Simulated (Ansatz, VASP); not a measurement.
**Cross-check of BAs between VASP and Ansatz**

Aim: how closely do two programs agree when they are given the same cell, functional and k mesh? The cell is taken from a series of runs on this material, whose earlier steps may have relaxed, scaled, displaced or heated it; both programs get it as it stands.

Method: plane waves, with VASP 6.6.1 beside it; G0W0 gap at LDA, in Ansatz 0.2.0.

## 1. Starting point

It takes space group F-43m (No. 216, cubic). Conventional cell: a = 4.777 Å, b = 4.777 Å, c = 4.777 Å, α = 90.00°, β = 90.00°, γ = 90.00°. Nearest to B lie 4 As at 2.07 Å. Nearest to As lie 4 B at 2.07 Å. Farther neighbours are not listed.

## 2. VASP: G0W0 gap, LDA

Quasiparticle shifts depend on high empty states and on the cores, so they are the hardest test of two PAW sets.

Lines of VASP's logs that name or quote its potential files are left out, and so is its time.

The run reads the wave functions of an earlier VASP run, which isn't shown here.

Input file INCAR:

```
SYSTEM = BAs
PREC = Accurate
ENCUT = 340
ISMEAR = 0
SIGMA = 0.01
LREAL = .FALSE.
GGA = CA
NBANDS = 120
ALGO = EVGW0
NELMGW = 1
ENCUTGW = 150
NOMEGA = 64
PRECFOCK = Fast
NBANDSGW = 16
LWAVE = .FALSE.
LCHARG = .FALSE.
```

Input file POSCAR:

```
BAs
1.0
   -1.6889245473     -2.3884999988      1.6889245498
    1.6889245473     -2.3884999988      1.6889245498
    0.0000000000      0.0000000035      3.3778490946
B As
1 1
Direct
    0.0000000000      0.0000000000      0.0000000000
    0.7500000000      0.7500000000      0.7500000000
```

Input file KPOINTS:

```
Automatic mesh
0
Gamma
6 6 6
0 0 0
```

The projector-augmented-wave data sets are B_GW and As_GW (LDA family, release 64).

Command:

```
> mpirun -np 8 vasp_std
```

Numbers of over 12 decimals in the logs are rounded to 6 here.

Log:

```text
[banner, memory and clock lines left out]
running    8 mpi-ranks, on    1 nodes
 distrk:  each k-point on    8 cores,    1 groups
 distr:  one band on    1 cores,    8 groups

 POSCAR found type information on POSCAR B As
 POSCAR found :  2 types and       2 ions
|                                                                             |
|           W    W    AA    RRRRR   N    N  II  N    N   GGGG   !!!           |
|           W    W   A  A   R    R  NN   N  II  NN   N  G    G  !!!           |
|           W    W  A    A  R    R  N N  N  II  N N  N  G       !!!           |
|           W WW W  AAAAAA  RRRRR   N  N N  II  N  N N  G  GGG   !            |
|           WW  WW  A    A  R   R   N   NN  II  N   NN  G    G                |
|           W    W  A    A  R    R  N    N  II  N    N   GGGG   !!!           |
|                                                                             |
|     For optimal performance we recommend to set                             |
|       NCORE = 2 up to number-of-cores-per-socket                            |
|     NCORE specifies how many cores store one orbital (NPAR=cpu/NCORE).      |
|     This setting can greatly improve the performance of VASP for DFT.       |
|     The default, NCORE=1 might be grossly inefficient on modern             |
|     multi-core architectures or massively parallel machines. Do your        |
|     Unfortunately you need to use the default for GW and RPA                |
|     calculations (for HF NCORE is supported but not extensively tested      |
|     yet).                                                                   |
|                                                                             |

|                                                                             |
|           W    W    AA    RRRRR   N    N  II  N    N   GGGG   !!!           |
|           W    W   A  A   R    R  NN   N  II  NN   N  G    G  !!!           |
|           W    W  A    A  R    R  N N  N  II  N N  N  G       !!!           |
|           W WW W  AAAAAA  RRRRR   N  N N  II  N  N N  G  GGG   !            |
|           WW  WW  A    A  R   R   N   NN  II  N   NN  G    G                |
|           W    W  A    A  R    R  N    N  II  N    N   GGGG   !!!           |
|                                                                             |
|     The default for ENCUTGWSOFT is different in this version of VASP.       |
|     please manually set ENCUTGWSOFT =150 in the INCAR file.                 |
|                                                                             |

 LDA part: xc-table for (Slater(with rela. corr.)+CA(PZ))
 , standard interpolation
 found WAVECAR, reading the header
 POSCAR, INCAR and KPOINTS ok, starting setup
 FFT: planning ... GRIDC
 FFT: planning ... GRID_SOFT
 FFT: planning ... GRID
 reading WAVECAR
 the WAVECAR file was read successfully
 initial charge from wavefunction
 available memory per node:     29.80 GB, setting MAXMEM to     30512

 The Fermi energy was updated, please check that it is located mid-gap
 values below the HOMO (VB) or above the LUMO (CB) will cause erroneous energies
 E-fermi :   6.8121

 calculate exact exchange contribution
 the WAVEDER file was read successfully
energies w=
    0.000    0.000    0.520    0.000    1.039    0.000    1.556    0.000
    2.069    0.000    2.578    0.000    3.082    0.000    3.579    0.000
    4.071    0.000    4.556    0.000    5.034    0.000    5.505    0.000
    5.970    0.000    6.429    0.000    6.882    0.000    7.330    0.000
    7.773    0.000    8.212    0.000    8.648    0.000    9.081    0.000
    9.513    0.000    9.945    0.000   10.376    0.000   10.809    0.000
   11.244    0.000   11.683    0.000   12.127    0.000   12.577    0.000
   13.034    0.000   13.500    0.000   13.977    0.000   14.466    0.000
   14.970    0.000   15.490    0.000   16.029    0.000   16.589    0.000
   17.175    0.000   17.789    0.000   18.435    0.000   19.118    0.000
   19.843    0.000   20.616    0.000   21.445    0.000   22.338    0.000
   23.305    0.000   24.359    0.000   25.514    0.000   26.789    0.000
   28.207    0.000   29.795    0.000   31.589    0.000   33.636    0.000
   35.995    0.000   38.749    0.000   42.005    0.000   45.917    0.000
   50.707    0.000   56.706    0.000   64.432    0.000   74.749    0.000
   89.198    0.000  110.850    0.000  146.792    0.000  217.936    0.000
 responsefunction array rank=     128
 LDA part: xc-table for (Slater(with rela. corr.)+CA(PZ))
 , standard interpolation

 min. memory requirement per mpi rank    117.5 MB, per node    940.4 MB

 allocating   8 responsefunctions rank=   128
 shmem allocating  64 responsefunctions rank=   128
 response function shared by NCSHMEM nodes    1
 Doing            8  frequencies on each core in blocks of           64
NQ=   1    0.0000    0.0000    0.0000,
|.........|.........|.........|.........|.........|.........|.........|.........
 performed        261000 updates of chi_q(r,r)
 total number of BLAS operations         26.75 Gflops
NQ=   2    0.1667    0.0000    0.0000,
|.........|.........|.........|.........|.........|.........|.........|.........
 performed        784000 updates of chi_q(r,r)
 total number of BLAS operations         89.03 Gflops
NQ=   3    0.3333   -0.0000    0.0000,
|.........|.........|.........|.........|.........|.........|.........|.........
 performed       1307000 updates of chi_q(r,r)
 total number of BLAS operations        146.30 Gflops
NQ=   4    0.5000   -0.0000   -0.0000,
|.........|.........|.........|.........|.........|.........|.........|.........
 performed       1737000 updates of chi_q(r,r)
 total number of BLAS operations        195.94 Gflops
NQ=   5    0.1667    0.1667    0.0000,
|.........|.........|.........|.........|.........|.........|.........|.........
 performed       2260000 updates of chi_q(r,r)
 total number of BLAS operations        249.36 Gflops
NQ=   6    0.3333    0.1667    0.0000,
|.........|.........|.........|.........|.........|.........|.........|.........
 performed       3113000 updates of chi_q(r,r)
 total number of BLAS operations        339.64 Gflops
NQ=   7    0.5000    0.1667   -0.0000,
|.........|.........|.........|.........|.........|.........|.........|.........
 performed       3966000 updates of chi_q(r,r)
 total number of BLAS operations        429.91 Gflops
NQ=   8   -0.3333    0.1667    0.0000,
|.........|.........|.........|.........|.........|.........|.........|.........
 performed       4819000 updates of chi_q(r,r)
 total number of BLAS operations        520.18 Gflops
NQ=   9   -0.1667    0.1667    0.0000,
|.........|.........|.........|.........|.........|.........|.........|.........
 performed       5549000 updates of chi_q(r,r)
 total number of BLAS operations        592.18 Gflops
NQ=  10    0.3333    0.3333    0.0000,
|.........|.........|.........|.........|.........|.........|.........|.........
 performed       6072000 updates of chi_q(r,r)
 total number of BLAS operations        645.60 Gflops
NQ=  11    0.5000    0.3333    0.0000,
|.........|.........|.........|.........|.........|.........|.........|.........
 performed       6925000 updates of chi_q(r,r)
 total number of BLAS operations        734.31 Gflops
NQ=  12   -0.3333    0.3333    0.0000,
|.........|.........|.........|.........|.........|.........|.........|.........
 performed       7655000 updates of chi_q(r,r)
 total number of BLAS operations        812.93 Gflops
NQ=  13    0.5000    0.5000    0.0000,
|.........|.........|.........|.........|.........|.........|.........|.........
 performed       8032000 updates of chi_q(r,r)
 total number of BLAS operations        853.53 Gflops
NQ=  14    0.5000    0.3333    0.1667,
|.........|.........|.........|.........|.........|.........|.........|.........
 performed       9000000 updates of chi_q(r,r)
 total number of BLAS operations        947.27 Gflops
NQ=  15   -0.3333    0.3333    0.1667,
|.........|.........|.........|.........|.........|.........|.........|.........
 performed       9907000 updates of chi_q(r,r)
 total number of BLAS operations       1038.29 Gflops
NQ=  16   -0.3333    0.5000    0.1667,
|.........|.........|.........|.........|.........|.........|.........|.........
 performed      10641000 updates of chi_q(r,r)
 total number of BLAS operations       1109.36 Gflops
 resolving degeneracies of screened two electron integrals

 calculate QP shifts <psi_nk| G(iteration)W_0 |psi_nk>: iteration 1
 entering main loop
```

From OUTCAR (step 2):

```text
ion  position               nearest neighbor table
   1  0.000  0.000  0.000-   2 2.07   2 2.07   2 2.07   2 2.07
   2  0.750  0.750  0.750-   1 2.07   1 2.07   1 2.07   1 2.07

  LATTYP: Found a face centered cubic cell.
 ALAT       =     4.7770000012

 Subroutine GETGRP returns: Found 24 space group operations
 (whereof 24 operations were pure point group operations)

The static configuration has the point symmetry T_d .

 Found     16 irreducible k-points:

   k-points           NKPTS =     16   k-points in BZ     NKDIM =    216   number of bands    NBANDS=    120

   dimension x,y,z NGX =    20 NGY =   20 NGZ =   20
   dimension x,y,z NGXF=    40 NGYF=   40 NGZF=   40

   ENCUT  =  340.0 eV  24.99 Ry    5.00 a.u.   5.08  5.08  5.08*2*pi/ulx,y,z

   NELECT =       8.0000    total number of electrons

  energy-cutoff  :      340.00
  volume of cell :       27.25
      direct lattice vectors                 reciprocal lattice vectors
    -1.688924547 -2.388499999  1.688924550    -0.296046381 -0.209336404  0.000000000
     1.688924547 -2.388499999  1.688924550     0.296046381 -0.209336404  0.000000000
     0.000000000  0.000000003  3.377849095     0.000000000  0.209336404  0.296046381

 k-points in reciprocal lattice and weights: Automatic mesh
   0.00000000  0.00000000  0.00000000       0.005
   0.16666667  0.00000000  0.00000000       0.037
   0.33333333 -0.00000000  0.00000000       0.037
   0.50000000 -0.00000000 -0.00000000       0.019
   0.16666667  0.16666667  0.00000000       0.028
   0.33333333  0.16666667  0.00000000       0.111
   0.50000000  0.16666667 -0.00000000       0.111
  -0.33333333  0.16666667  0.00000000       0.111
  -0.16666667  0.16666667  0.00000000       0.056
[...]
-0.33333333  0.33333333  0.16666667       0.111
  -0.33333333  0.50000000  0.16666667       0.056

 E-fermi :   6.8121

 QP shifts <psi_nk| G(iteration)W_0 |psi_nk>: iteration 1
 for sc-GW calculations column KS-energies equals QP-energies in previous step
 and V_xc(KS)=  KS-energies - (<T + V_ion + V_H > + <T+V_H+V_ion>^1  + <V_x>^1)
 k-point   1 :       0.0000    0.0000    0.0000
  band No.  KS-energies  QP-energies   sigma(KS)   V_xc(KS)     V^pw_x(r,r')   Z            occupation Imag(sigma)
      1      -9.1802      -9.7401     -12.6860     -11.8821     -19.5832       0.6964       2.0000       1.1836
      2       6.2024       5.8717     -13.2406     -12.8208     -13.9597       0.7876       2.0000       0.0391
      3       6.2024       5.8717     -13.2406     -12.8208     -13.9597       0.7876       2.0000       0.0391
      4       6.2024       5.8717     -13.2406     -12.8208     -13.9597       0.7876       2.0000       0.0391
      5       9.4486       9.9552     -11.0316     -11.6774      -6.7649       0.7845       0.0000      -0.0595
      6       9.4486       9.9552     -11.0316     -11.6774      -6.7649       0.7845       0.0000      -0.0595
      7       9.4486       9.9552     -11.0316     -11.6774      -6.7649       0.7845       0.0000      -0.0595
      8      10.8763      11.5528     -11.8888     -12.7807      -6.6317       0.7584       0.0000      -0.0889
    ...

 k-point   2 :       0.1667    0.0000    0.0000
  band No.  KS-energies  QP-energies   sigma(KS)   V_xc(KS)     V^pw_x(r,r')   Z            occupation Imag(sigma)
      1      -8.7283      -9.2799     -12.7118     -11.9248     -19.4431       0.7009       2.0000       1.1328
      2       3.2557       2.8235     -12.8264     -12.2650     -14.5383       0.7700       2.0000       0.0616
      3       5.5215       5.1814     -13.0735     -12.6407     -13.9881       0.7857       2.0000       0.0412
      4       5.5215       5.1814     -13.0735     -12.6407     -13.9881       0.7857       2.0000       0.0412
      5       9.4682       9.9807     -11.2184     -11.8754      -6.7451       0.7801       0.0000      -0.0647
      6      10.3315      10.8492     -11.1686     -11.8344      -6.6035       0.7776       0.0000      -0.0691
      7      10.3315      10.8492     -11.1686     -11.8344      -6.6035       0.7776       0.0000      -0.0691
      8      12.8026      13.3778     -11.6978     -12.4677      -5.9722       0.7471       0.0000      -0.1330
    ...

 k-point   3 :       0.3333   -0.0000    0.0000
  band No.  KS-energies  QP-energies   sigma(KS)   V_xc(KS)     V^pw_x(r,r')   Z            occupation Imag(sigma)
      1      -7.4666      -7.9723     -12.7979     -12.0892     -19.0748       0.7136       2.0000       0.9764
      2      -0.5186      -1.0485     -12.5476     -11.8226     -15.9696       0.7309       2.0000       0.1906
      3       4.6897       4.3074     -13.0550     -12.5653     -14.3365       0.7807       2.0000       0.0479
      4       4.6897       4.3074     -13.0550     -12.5653     -14.3365       0.7807       2.0000       0.0479
      5       9.0470       9.5038     -11.2556     -11.8404      -6.8074       0.7811       0.0000      -0.0640
      6      10.9944      11.4845     -10.8372     -11.4691      -5.9813       0.7755       0.0000      -0.0820
      7      10.9944      11.4845     -10.8372     -11.4691      -5.9813       0.7755       0.0000      -0.0820
      8      14.7386      15.2330     -10.4942     -11.1594      -4.1183       0.7433       0.0000      -0.2276
    ...

 k-point   4 :       0.5000   -0.0000   -0.0000
  band No.  KS-energies  QP-energies   sigma(KS)   V_xc(KS)     V^pw_x(r,r')   Z            occupation Imag(sigma)
      1      -6.3216      -6.7692     -13.0076     -12.3880     -18.8353       0.7223       2.0000       0.8151
      2      -2.5565      -3.1224     -12.2349     -11.4445     -16.6008       0.7160       2.0000       0.3638
      3       4.3851       3.9854     -13.0740     -12.5609     -14.4982       0.7790       2.0000       0.0510
      4       4.3851       3.9854     -13.0740     -12.5609     -14.4982       0.7790       2.0000       0.0510
      5       8.8832       9.3196     -11.2816     -11.8399      -6.8537       0.7818       0.0000      -0.0638
      6      10.9477      11.4017     -10.5933     -11.1754      -5.7493       0.7798       0.0000      -0.0823
      7      10.9477      11.4017     -10.5933     -11.1754      -5.7493       0.7798       0.0000      -0.0823
      8      14.8922      15.2790      -9.5464     -10.0607      -3.3086       0.7522       0.0000      -0.2240
    ...

[... 4 further parts left out ...]
```

[end of part 1 of 2]

[Lines on the potential files, build, host, timing and source positions are cut from VASP's logs without a mark.]

[Logs are printed without paths, hosts, clocks, repeated set-up lines and the standing remarks that a program may print on its own settings, such as how far it seeks lower states.]

[Hosts, paths, dates, database ids (printed as entryN), source tags and the programs' standing remarks are cut or masked in the printed files.]
